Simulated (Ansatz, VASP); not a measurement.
# SbP: VASP beside Ansatz

Aim: how closely do two programs agree when they are given the same cell, functional and k mesh? The cell is generated by rule, not measured, and may not be a known phase. The cell is taken from a series of runs on this material, whose earlier steps may have relaxed, scaled, displaced or heated it; both programs get it as it stands.

Program: Ansatz 0.2.0. Level of theory: plane waves, with VASP 6.6.1 beside it; single point at r2SCAN. Results are calculated unless marked as measured.

The structure was built from a prototype and need not be the compound's stable phase.

**1. Starting point**

It takes space group P6_3mc (No. 186, hexagonal). The conventional cell has a = 3.810 Å, b = 3.810 Å, c = 7.138 Å, α = 90.00°, β = 90.00°, γ = 120.00°. Nearest to Sb lie 6 P at 2.80 to 2.86 Å. Nearest to P lie 6 Sb at 2.80 to 2.86 Å. Farther neighbours are not listed.

Coordinates:

```cif
data_structure
_symmetry_space_group_name_H-M 'P 1'
_symmetry_Int_Tables_number 1
_cell_length_a 3.8102
_cell_length_b 3.8102
_cell_length_c 7.1375
_cell_angle_alpha 90.000
_cell_angle_beta 90.000
_cell_angle_gamma 120.000
_cell_volume 89.74
loop_
_atom_site_label
_atom_site_type_symbol
_atom_site_fract_x
_atom_site_fract_y
_atom_site_fract_z
_atom_site_occupancy
Sb1 Sb 0.00000 0.00000 0.00143 1
Sb2 Sb 0.00000 0.00000 0.50143 1
P3 P 0.33333 0.66667 0.24440 1
P4 P 0.66667 0.33333 0.74440 1
```

**2. VASP: single point, r2SCAN, pair 1**

A single point gives forces, pressure and levels at one fixed geometry, so differences don't come from the geometry; what else differs is listed under the comparison.

Lines of VASP's logs that name or quote its potential files are left out, and so is its time.

The input, INCAR:

```
SYSTEM = SbP
PREC = Accurate
ENCUT = 550
EDIFF = 1E-06
NELM = 120
ISMEAR = 1
SIGMA = 0.2
LREAL = .FALSE.
ALGO = Normal
METAGGA = R2SCAN
LASPH = .TRUE.
NBANDS = 16
LORBIT = 11
LWAVE = .FALSE.
LCHARG = .FALSE.
ISIF = 2
GGA_COMPAT = .FALSE.
LMIXTAU = .TRUE.
KPAR = 2
```

The input, POSCAR:

```
SbP
1.0
    3.8101862182      0.0000029157      0.0000000000
   -1.9050956341      3.2997166003      0.0000000000
    0.0000000000      0.0000000000      7.1375046290
Sb P
2 2
Direct
    0.0000000000      0.0000000000      0.0014256171
    0.0000000000      0.0000000000      0.5014256171
    0.3333333333      0.6666666667      0.2443958005
    0.6666666667      0.3333333333      0.7443958005
```

The input, KPOINTS:

```
Automatic mesh
0
Gamma
12 12 6
0 0 0
```

The projector-augmented-wave data sets are Sb and P (PBE family, release 64).

Started as:

```
$ mpirun -np 2 vasp_std
```

Numbers of over 12 decimals in the logs are rounded to 6 here.

The log of the run:

```text
[banner, memory and clock lines left out]
running    2 mpi-ranks, on    1 nodes
 distrk:  each k-point on    1 cores,    2 groups
 distr:  one band on    1 cores,    1 groups

 POSCAR found type information on POSCAR SbP
 POSCAR found :  2 types and       4 ions
|                                                                             |
|               ----> ADVICE to this user running VASP <----                  |
|                                                                             |
|     You enforced a specific xc type in the INCAR file but a different       |
|     [... a line on the potential file left out ...]
|     I HOPE YOU KNOW WHAT YOU ARE DOING!                                     |
|                                                                             |

 LDA part: xc-table for (None), standard interpolation
 POSCAR, INCAR and KPOINTS ok, starting setup
 FFT: planning ... GRIDC
 FFT: planning ... GRID_SOFT
 FFT: planning ... GRID
 WAVECAR not read
 entering main loop
       N       E                     dE             d eps       ncg     rms          rms(c)
DAV:   1     0.330900049826E+02    0.33090E+02   -0.80406E+03  2432   0.110E+03
DAV:   2    -0.663151075398E+02   -0.99405E+02   -0.96414E+02  3360   0.177E+02
DAV:   3    -0.715342020182E+02   -0.52191E+01   -0.51315E+01  3216   0.440E+01
DAV:   4    -0.715896467299E+02   -0.55445E-01   -0.55393E-01  3008   0.522E+00
DAV:   5    -0.715904338492E+02   -0.78712E-03   -0.78705E-03  3160   0.629E-01    0.615E+00
DAV:   6    -0.691555139318E+02    0.24349E+01   -0.12766E+00  2768   0.597E+00    0.394E+00
DAV:   7    -0.680060150575E+02    0.11495E+01   -0.54910E-01  3088   0.433E+00    0.188E+00
DAV:   8    -0.681417457255E+02   -0.13573E+00   -0.16809E-01  2936   0.306E+00    0.449E-01
DAV:   9    -0.681420956281E+02   -0.34990E-03   -0.39978E-02  2632   0.155E+00    0.161E-01
DAV:  10    -0.681591476396E+02   -0.17052E-01   -0.30288E-02  2536   0.141E+00    0.737E-02
DAV:  11    -0.681580375540E+02    0.11101E-02   -0.14572E-03  2928   0.304E-01    0.335E-02
DAV:  12    -0.681600275687E+02   -0.19900E-02   -0.14811E-03  2584   0.327E-01    0.246E-02
DAV:  13    -0.681600667873E+02   -0.39219E-04   -0.12637E-04  2992   0.869E-02    0.213E-02
DAV:  14    -0.681599550209E+02    0.11177E-03   -0.16646E-04  2528   0.106E-01    0.991E-03
DAV:  15    -0.681600608492E+02   -0.10583E-03   -0.47753E-05  2512   0.600E-02    0.302E-03
DAV:  16    -0.681600653607E+02   -0.45115E-05   -0.22328E-06  2304   0.143E-02    0.162E-03
DAV:  17    -0.681600678671E+02   -0.25064E-05   -0.87840E-07  1480   0.830E-03    0.934E-04
DAV:  18    -0.681600681862E+02   -0.31912E-06   -0.12421E-07  1248   0.315E-03
   1 F= -.68160068E+02 E0= -.68161096E+02  d E =0.308315E-02
```

Parts of OUTCAR (step 2):

```text
ion  position               nearest neighbor table
   1  0.000  0.000  0.001-   3 2.80   3 2.80   3 2.80   4 2.86   4 2.86   4 2.86   2 3.57   2 3.57

  LATTYP: Found a hexagonal cell.
 ALAT       =     3.8101862182
 C/A-ratio  =     1.8732692368

 Subroutine GETGRP returns: Found 12 space group operations
 (whereof  6 operations were pure point group operations)

The static configuration has the point symmetry C_3v.
 The point group associated with its full space group is C_6v.

 Found     76 irreducible k-points:

   k-points           NKPTS =     76   k-points in BZ     NKDIM =     76   number of bands    NBANDS=     16

   dimension x,y,z NGX =    30 NGY =   30 NGZ =   56
   dimension x,y,z NGXF=    60 NGYF=   60 NGZF=  112

   ENCUT  =  550.0 eV  40.42 Ry    6.36 a.u.   7.29  7.29 13.65*2*pi/ulx,y,z

   NELECT =      20.0000    total number of electrons

 k-points in reciprocal lattice and weights: Automatic mesh
   0.00000000  0.00000000  0.00000000       0.001
   0.08333333 -0.00000000  0.00000000       0.007
   0.16666667 -0.00000000  0.00000000       0.007
   0.25000000 -0.00000000  0.00000000       0.007
   0.33333333 -0.00000000  0.00000000       0.007
   0.41666667  0.00000000  0.00000000       0.007
   0.50000000 -0.00000000  0.00000000       0.003
   0.08333333  0.08333333  0.00000000       0.007
   0.16666667  0.08333333  0.00000000       0.014
[...]
0.33333333  0.25000000  0.50000000       0.014
   0.33333333  0.33333333  0.50000000       0.002

 average (electrostatic) potential at core
       1 -90.6060       2 -90.6060       3 -84.0606       4 -84.0606

 E-fermi :   7.8975

 k-point     1 :       0.0000    0.0000    0.0000
  band No.  band energies     occupation
    ...
      5       4.5786      2.00000
      6       6.0620      2.00000
      7       6.0620      2.00000
      8       7.0604      2.00000
      9       7.0604      2.00000
     10       8.7092     -0.00000
     11       9.5964     -0.00000
     12       9.5964     -0.00000
     13      10.4012     -0.00000
     14      10.5512     -0.00000
    ...

 k-point     2 :       0.0833   -0.0000    0.0000
  band No.  band energies     occupation
    ...
      5       4.6458      2.00000
      6       5.8019      2.00000
      7       5.8620      2.00000
      8       6.5881      2.00000
      9       7.1102      2.00000
     10       8.3570     -0.00545
     11       9.3646     -0.00000
     12       9.4072     -0.00000
     13      10.3958     -0.00000
     14      10.7858     -0.00000
    ...

 k-point     3 :       0.1667   -0.0000    0.0000
  band No.  band energies     occupation
    ...
      6       4.8107      2.00000
      7       5.2965      2.00000
      8       6.6557      2.00000
      9       6.8427      2.00000
     10       7.0780      2.00000
     11       8.9700     -0.00000
     12       9.3763     -0.00000
     13      10.7309     -0.00000
     14      11.2011     -0.00000
     15      11.4167     -0.00000
    ...

  Total       -0.0261457     -0.0261457      0.0836797     -0.0000000      0.0000000      0.0000000
  in kB       -0.4668119     -0.4668119      1.4940362     -0.0000000      0.0000000      0.0000000
  external PRESSURE =       0.1868041 kB  Pullay stress =       0.0000000 kB

  energy-cutoff  :      550.00
  volume of cell :       89.74
      direct lattice vectors                 reciprocal lattice vectors
     3.810186218  0.000002916  0.000000000     0.262454248  0.151528298  0.000000000
    -1.905095634  3.299716600  0.000000000    -0.000000232  0.303056195  0.000000000
     0.000000000  0.000000000  7.137504629     0.000000000  0.000000000  0.140104988

 POSITION                                       TOTAL-FORCE (eV/Angst)
 -----------------------------------------------------------------------------------
      0.00000      0.00000      0.01018        -0.000000     -0.000000      0.198062
      0.00000      0.00000      3.57893        -0.000000     -0.000000      0.198062
     -0.00000      2.19981      1.74438        -0.000000      0.000000     -0.198062
      1.90509      1.09991      5.31313         0.000000     -0.000000     -0.198062
 -----------------------------------------------------------------------------------
    total drift:                                0.000000      0.000000      0.000037

  FREE ENERGIE OF THE ION-ELECTRON SYSTEM (eV)
  ---------------------------------------------------
  free  energy   TOTEN  =       -68.1600681862 eV

  energy  without entropy=      -68.1631513397  energy(sigma->0) =      -68.16109590

 total charge
# of ion       s       p       d       tot
------------------------------------------
    1        1.234   1.009   0.064   2.307
    2        1.234   1.009   0.064   2.307
    3        1.091   1.336   0.000   2.427
    4        1.091   1.336   0.000   2.427
--------------------------------------------------
tot          4.650   4.690   0.128   9.468

[... 3 further parts left out ...]
```

The run ends at a pressure of 0.02 GPa, with forces up to 0.20 eV/Å.

**3. Ansatz: single point, r2SCAN, pair 1**

Ansatz runs on its default PAW (the set named soft_2) files.

The same cell, functional, mesh and smearing now go to Ansatz, which takes its cutoff from its data sets.

The input, input.yaml:

```yaml
crystal:
  lattice:
    - [3.8101862182, 2.9157e-06, 0.0]
    - [-1.9050956341, 3.2997166003, 0.0]
    - [0.0, 0.0, 7.137504629]
  atoms:
    - { symbol: Sb, position: [0.0, 0.0, 0.0014256171] }
    - { symbol: Sb, position: [0.0, 0.0, 0.5014256171] }
    - { symbol: P, position: [0.3333333333, 0.6666666667, 0.2443958005] }
    - { symbol: P, position: [0.6666666667, 0.3333333333, 0.7443958005] }
kpoints:
  mp_grid: { grid: [12, 12, 6] }
hamiltonian:
  xc: r2scan
scf:
  occupations: { method: methfessel_paxton, width: 0.2 }
output:
  forces: true
  stress: true
  eigenvalues: true
```

Started as:

```
$ ansatz run input.yaml --threads 4 --pin off --max-ram 7168MiB --backend cpu --events-out ev --progress --plain --runs-dir out
```

The log of the run:

```text
Engine: ansatz 0.2.0, aarch64-unknown-linux-gnu
Pseudopotentials: kind: paw
Pseudopotential: Sb, paw, valence charge 15, recommended cutoff 500 eV (meta_gga), Sb.paw.azcp
Pseudopotential: P, paw, valence charge 5, recommended cutoff 500 eV (meta_gga), P.paw.azcp
Functional definition: r2SCAN
  parameter k0 = 0.174
  parameter k1 = 0.065
  parameter a1 = 4.9479
  exchange = r2scan_x(k0 = k0, k1 = k1, a1 = a1)
  correlation = r2scan_c
Crystal: 4 atoms, lattice volume = 89.737 Å³
Basis set: ecut = 500 eV, 2229 PW (Γ), exchange–correlation on 120×120×216 points (64 copies of the dense FFT grid, shifted against one another)
Bands: 24, of which v1, the nominal top of the filled ones, is band 20 counted from 1 (19 counted from 0)
Symmetry: 12 space group operations
Space group: P63mc (ITA 186), of the structure as read, at distance tolerance 4.5e-5 Å
k-points: 76 of 864 (time reversal used)
Non-local potential: Sb, projectors of the file, l = 0: 2, l = 1: 2, l = 2: 2, l = 3: 2
Non-local potential: P, projectors of the file, l = 0: 2, l = 1: 2, l = 2: 2
PAW form: soft (Blöchl's): semilocal exchange-correlation on the pseudo side does not see the compensation charge
PAW frozen core: Sb, regenerated for the run's functional (the file was generated under x = pbe(κ = 0.804, μ = 0.219515), c = pbe(β = 0.066725))
PAW frozen core: P, regenerated for the run's functional (the file was generated under x = pbe(κ = 0.804, μ = 0.219515), c = pbe(β = 0.066725))
PAW one-centre angular grid: Sb, 590 points (default); XC on 160 Gauss nodes
PAW one-centre angular grid: P, 302 points (default); XC on 160 Gauss nodes
Initial density: superposition of atomic densities (neutral atoms: chi_scale 0, normalization atom), corrected by the library's trained network
Initial wavefunctions: pseudopotential atomic-orbital guess
Functional: x = r2scan, c = r2scan; τ floored in thin density (d = 2e-4 eV/Å³)
SCF iter   1: F=—  HF=-14515.352923 eV  |F-HF|=—  |Δ(HF+E_count)|=         —  Δρ=5.18e-3  dr2=1.63e-2  dr2_τ=4.45e-3  ethr=1.77e-3  ⟨swp⟩=6.7  Hψ=8861  notcnv=0
preconditioner: auto → Kerker (q_TF=auto, 2.385 Å⁻¹)  [metal: Δε(μ)=0.040 eV  Ē_g=8.168 eV  σ=0.200 eV  W_gap=0.17  n_scr=22 (ndim 8)  ℏωp=17.5 eV  f_vac=0.000  D(μ)=1.14/eV (n_scr^D=2)]
SCF iter   2: F=—  HF=-14515.387844 eV  |F-HF|=—  |Δ(HF+E_count)|=   3.49e-2  S|Δr|=    0.00e0  Δρ=2.49e-3  dr2=3.05e-3  dr2_τ=1.68e-4  ethr=4.06e-5  ⟨swp⟩=2.2  Hψ=4028  notcnv=0
SCF iter   3: F=—  HF=-14515.388760 eV  |F-HF|=—  |Δ(HF+E_count)|=   9.16e-4  S|Δr|=    0.00e0  Δρ=1.03e-3  dr2=5.98e-4  dr2_τ=2.47e-5  ethr=7.64e-6  ⟨swp⟩=1.5  Hψ=1917  notcnv=0
SCF iter   4: F=—  HF=-14515.388935 eV  |F-HF|=—  |Δ(HF+E_count)|=   1.75e-4  S|Δr|=    0.00e0  Δρ=1.58e-4  dr2=2.23e-5  dr2_τ=1.58e-6  ethr=1.50e-6  ⟨swp⟩=2.9  Hψ=2916  notcnv=0
SCF iter   5: F=—  HF=-14515.388937 eV  |F-HF|=—  |Δ(HF+E_count)|=   2.27e-6  S|Δr|=    0.00e0  Δρ=5.95e-5  dr2=3.89e-6  dr2_τ=3.01e-8  ethr=5.58e-8  ⟨swp⟩=2.5  Hψ=2531  notcnv=0
SCF iter   6: F=-14515.388937 eV  HF=-14515.388937 eV  |F-HF|=6.46e-9  |Δ(HF+E_count)|=   9.34e-8  S|Δr|=    0.00e0  Δρ=9.19e-6  dr2=9.88e-8  dr2_τ=2.70e-8  ethr=2.50e-10  ⟨swp⟩=6.7  Hψ=10757  notcnv=0
SCF 1 converged in 6 iterations: F = -14515.388937 eV  dr2 = 9.88e-8
  greatest PAW one-centre occupation: 0.994 electrons in one spin orbital (limit 2), on the Sb atom at site 0 (counted from 0), in its partial waves of l = 2
SCF converged after 6 iterations
Stability not checked: this state was not tested for a lower state beside it, because cold or Methfessel-Paxton smearing, or corrected tetrahedra, fill the levels in a way that the test cannot read (fill_not_monotonic; see scf.lower_state_search)
Free energy (F): -14515.388937 eV
Harris-Foulkes:  -14515.388937 eV  (|F-HF|=6.46e-9)
Internal energy: -14515.392093 eV  (E = F + TS)
E sigma→0 (E₀):  -14515.389726 eV
Entropy (-TS):   0.003156 eV (0.789 meV/atom)
Fermi energy:    10.240168 eV
--- Per-component energies (eV) ---
  E_band       = -319.303711
  E_kinetic    = 549.535949
  E_local      = -3295.542491  (includes V_loc(G=0)·N_el)
  E_nonlocal   = 791.895485
  E_hartree    = 1487.942679
  E_xc         = -370.356866
  E_vxc        = -334.356221  (∫ρ·V_xc dr)
  E_paw        = -10353.947449  (= ΣΔE_a)
  E_vpaw       = -1026.413554  (= ΣTr[D̂ρ^β])
  E_aug_tail   = -0.000000  (compensation charges beyond the density's cutoff)
  E_vtau       = 19.709326  (kinetic-family band-sum trace: ∫τ·v_τ [+ j·A + Jᵃ·Aᵃ] dr)
  E_ewald      = -3325.749789
  E_core_change = 0.830390  (= ΣΔE_core)
  E_smearing   = 0.003156  (= −TS)
  E_closure    = 0.000000  (closes the sum)
  Σ components = -14515.388937   (vs F -14515.388937, Δ=0.00e0)
--- Forces (eV/Å), atoms counted from 1 ---
  atom   1  Sb     0.00000000     0.00000000     0.20205247
  atom   2  Sb    -0.00000000    -0.00000000     0.20205247
  atom   3  P     -0.00000000    -0.00000000    -0.20205533
  atom   4  P      0.00000000     0.00000000    -0.20205533
  max |Σ_I F_I| component: 5.72e-6 eV/Å
--- Stress (GPa, compression-positive) ---
        0.047091      -0.000000       0.000000
        0.000000       0.047091       0.000000
        0.000000       0.000000       0.304139
  P = ⅓ Tr σ = 0.1328 GPa (1.328 kbar)
--- Band table (eV; the first three rows and the last of 76) ---
  k-point 0: bands = [... 16 lower, 8.4068, 9.4033, 9.4033, 11.0541, 11.9389, 11.9389, 12.7543, 12.8856]
  k-point 1: bands = [... 16 lower, 8.4635, 9.3248, 9.3248, 10.8637, 11.9692, 11.9692, 12.7809, 12.7809]
  k-point 2: bands = [... 16 lower, 8.8166, 9.1198, 9.1198, 10.3833, 12.0772, 12.0772, 12.5374, 12.5374]
  k-point 75: bands = [... 16 lower, 7.0947, 7.0947, 8.0522, 8.0522, 9.3538, 9.3538, 14.8117, 14.8117]
```

The run ends at a pressure of 0.13 GPa, with forces up to 0.20 eV/Å.

**4. Differences**

Known differences besides the potentials themselves: VASP keeps PBE cores, Ansatz makes them for the functional; the data sets hold 40 valence electrons in Ansatz (on its default PAW (the set named soft_2) files) and 20 in VASP; the cutoff is 500 eV in Ansatz and 550 eV in VASP. Total energies have different zeros and are not compared.

Both answers:

```csv
quantity,Ansatz,VASP,difference
pressure (GPa),0.13,0.02,+0.11
```

Forces (eV/Å; atoms numbered as in POSCAR):

```csv
atom,"Ansatz x, y, z","VASP x, y, z"
Sb1,"0.000, 0.000, 0.202","0.000, 0.000, 0.198"
Sb2,"0.000, 0.000, 0.202","0.000, 0.000, 0.198"
P3,"0.000, 0.000, -0.202","0.000, 0.000, -0.198"
P4,"0.000, 0.000, -0.202","0.000, 0.000, -0.198"
```

The forces differ by 2.3 meV/Å r.m.s., which is 2.0 % of the r.m.s. force of 0.114 eV/Å (both taken over all components).

**5. Ansatz: single point, r2SCAN, pair 2**

A single point gives forces, pressure and levels at one fixed geometry, so differences don't come from the geometry; what else differs is listed under the comparison.

The cell is taken from a series of runs on this material, whose earlier steps may have relaxed, scaled, displaced or heated it; both programs get it as it stands.

input.yaml, the sections that differ from step 3:

```yaml
crystal:
  lattice:
    - [3.8101862182, 2.9157e-06, 0.0]
    - [-1.9050956341, 3.2997166003, 0.0]
    - [0.0, 0.0, 7.137504629]
  atoms:
    - { symbol: Sb, position: [0.0, 0.0, 0.0028512343] }
    - { symbol: Sb, position: [0.0, 0.0, 0.5028512343] }
    - { symbol: P, position: [0.3333333333, 0.6666666667, 0.238791601] }
    - { symbol: P, position: [0.6666666667, 0.3333333333, 0.738791601] }
# kpoints, hamiltonian, scf, output: as in step 3
```

The log of the run:

```text
[...]
Crystal: 4 atoms, lattice volume = 89.737 Å³
Basis set: ecut = 500 eV, 2229 PW (Γ), exchange–correlation on 120×120×216 points (64 copies of the dense FFT grid, shifted against one another)
Bands: 24, of which v1, the nominal top of the filled ones, is band 20 counted from 1 (19 counted from 0)
Symmetry: 12 space group operations
[...]
--- Band table (eV; the first three rows and the last of 76) ---
  k-point 0: bands = [... 16 lower, 8.3924, 9.3718, 9.3718, 11.0444, 11.9580, 11.9580, 12.7547, 12.8808]
  k-point 1: bands = [... 16 lower, 8.4485, 9.2953, 9.2953, 10.8578, 11.9862, 11.9862, 12.7778, 12.7778]
  k-point 2: bands = [... 16 lower, 8.8294, 9.0949, 9.0949, 10.3842, 12.0890, 12.0890, 12.5383, 12.5383]
  k-point 75: bands = [... 16 lower, 7.1057, 7.1057, 8.0085, 8.0085, 9.4217, 9.4217, 14.8191, 14.8191]
[key lines of the parts left out:]
SCF converged after 7 iterations
Free energy (F): -14515.417509 eV
Fermi energy:    10.278312 eV
P = ⅓ Tr σ = 0.5053 GPa (5.053 kbar)
```

The run ends at a pressure of 0.51 GPa, with forces up to 0.36 eV/Å.

(Part 1 of 2 ends here.)

[Lines on the potential files, build, host, timing and source positions are cut from VASP's logs without a mark.]

[Logs are printed without paths, hosts, clocks, repeated set-up lines and the standing remarks that a program may print on its own settings, such as how far it seeks lower states.]

[Hosts, paths, dates, database ids (printed as entryN), source tags and the programs' standing remarks are cut or masked in the printed files.]
